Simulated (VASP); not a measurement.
Data:

```xyz
2
Lattice="0.0000 3.2514 3.2514 3.2514 0.0000 3.2514 3.2514 3.2514 0.0000" Properties=species:S:1:pos:R:3 pbc="T T T"
Hg     0.0000     0.0000     0.0000
Te     1.6257     1.6257     1.6257
```

Calculation: MS2 meta-GGA, VASP's PBE PAW potentials (set 64) (plane waves; VASP 6.6.1). Run with 520 eV cut-off, 11×11×11 Γ-centred mesh, tetrahedra with Blöchl corrections, potentials Hg Te.

Unless said otherwise, spin-orbit coupling is left out, though it shifts the bands of the heavy elements here.

Question: What does the run give for the energy per atom (σ→0), band gap (over mesh and band path) with the smallest direct gap where there is one?

Answer: 
```json
{
  "band gap (over mesh and band path)": "none (metal, semimetal or under 0.01 eV)",
  "energy per atom (σ→0)": "9.942 eV/atom"
}
```

The compound is HgTe in the zinc blende structure. It was relaxed first.
